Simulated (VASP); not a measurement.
The system is SiC.

```
Si C
1.0
     3.08000    0.00000    0.00000
    -1.54000    2.66736    0.00000
     0.00000    0.00000    7.56000
Si C
3 3
Direct
  0.00000 0.00000 0.00000
  0.33333 0.66667 0.33333
  0.66667 0.33333 0.66667
  0.00000 0.00000 0.25000
  0.33333 0.66667 0.58333
  0.66667 0.33333 0.91667
```

The cell was built by a generator and needn't be a form met in nature.

* Program: VASP 6.6.1
* Task: relaxation of cell and atoms
* Functional: LDA
* Potentials or basis: VASP PAW LDA potentials, release 64 (Si, C)
* Cutoff: 600 eV
* k mesh: 10 × 10 × 4
* Occupations: fermi-dirac, width 0.05 eV
* Spin: no spin polarisation

At the start: pressure -4.3 GPa; volume 10.35 Å³/atom.

Task: Where does the relaxation end?

Result: Over 7 steps the energy falls by 2.8 meV/atom and the volume is 10.15 Å³/atom (-1.9 %); space group F-43m (No. 216, to 0.05 Å).

Step by step:
| step | energy change (eV) | largest force (eV/Å) | pressure (GPa) | volume (Å³) |
| --- | --- | --- | --- | --- |
| 1 | 0.0000 | 0.0179 | -4.30 | 62.11 |
| 2 | 0.0029 | 0.0520 | 4.98 | 59.64 |
| 3 | -0.0167 | 0.0122 | -0.02 | 60.91 |
| 4 | -0.0167 | 0.0129 | 0.07 | 60.89 |
| 5 | -0.0167 | 0.0062 | -0.06 | 60.92 |
| 6 | -0.0167 | 0.0007 | -0.03 | 60.91 |
| 7 | -0.0167 | 0.0002 | -0.02 | 60.91 |

Final structure:
```
Si C
1.0
     3.06201    0.00000    0.00000
    -1.53100    2.65178    0.00000
     0.00000    0.00000    7.50151
Si C
3 3
Direct
  0.00000 0.00000 0.00001
  0.33333 0.66667 0.33334
  0.66667 0.33333 0.66667
  0.00000 0.00000 0.24999
  0.33333 0.66667 0.58333
  0.66667 0.33333 0.91666
```
